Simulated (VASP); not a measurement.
OSZICAR of a VASP run on O (relaxed from the fcc structure, space group Fm-3m):

**OSZICAR**
```
       N       E                     dE             d eps       ncg     rms          rms(c)
DAV:   1     0.595640512868E+00    0.59564E+00   -0.37266E+03  3143   0.847E+02
DAV:   2    -0.557873898556E+01   -0.61744E+01   -0.57997E+01  3150   0.839E+01
DAV:   3    -0.559810862443E+01   -0.19370E-01   -0.19336E-01  3346   0.507E+00
DAV:   4    -0.559811709964E+01   -0.84752E-05   -0.84751E-05  3507   0.106E-01
DAV:   5    -0.559811710357E+01   -0.39239E-08   -0.40938E-08  3423   0.158E-03    0.975E-01
DAV:   6    -0.273991824769E+01    0.28582E+01   -0.11834E+00  2730   0.104E+01    0.719E-01
DAV:   7    -0.298060660509E+01   -0.24069E+00   -0.11569E-01  2730   0.373E+00    0.203E-01
DAV:   8    -0.298490155759E+01   -0.42950E-02   -0.10157E-02  2744   0.139E+00    0.420E-02
DAV:   9    -0.298176225059E+01    0.31393E-02   -0.23407E-03  2730   0.584E-01    0.516E-02
DAV:  10    -0.298504610755E+01   -0.32839E-02   -0.75662E-04  2730   0.296E-01    0.164E-02
DAV:  11    -0.298511738599E+01   -0.71278E-04   -0.88812E-05  2863   0.106E-01    0.349E-03
DAV:  12    -0.298512584296E+01   -0.84570E-05   -0.64734E-06  2793   0.318E-02    0.761E-04
DAV:  13    -0.298512575832E+01    0.84632E-07   -0.69966E-07  2926   0.101E-02
   1 F= -.29851258E+01 E0= -.29851495E+01  d E =-.298513E+01
```

Q: Which electronic solver shows in the log?

A: It is blocked Davidson (ALGO = Normal, or the opening steps of other solvers). The INCAR had ALGO = Normal.

Q: Can the final energy be trusted as converged?

A: Self-consistency was reached. It stopped with EDIFF = 1E-6, NELM = 100, NSW = 60 and EDIFFG = -0.01 after 1 ionic step (r2SCAN meta-GGA, plane waves, VASP's PBE PAW potentials (set 64)).

The structure was generated: O was put into the fcc type (Fm-3m), which need not be its known phase. It was relaxed first. The start is the result of an earlier pass.
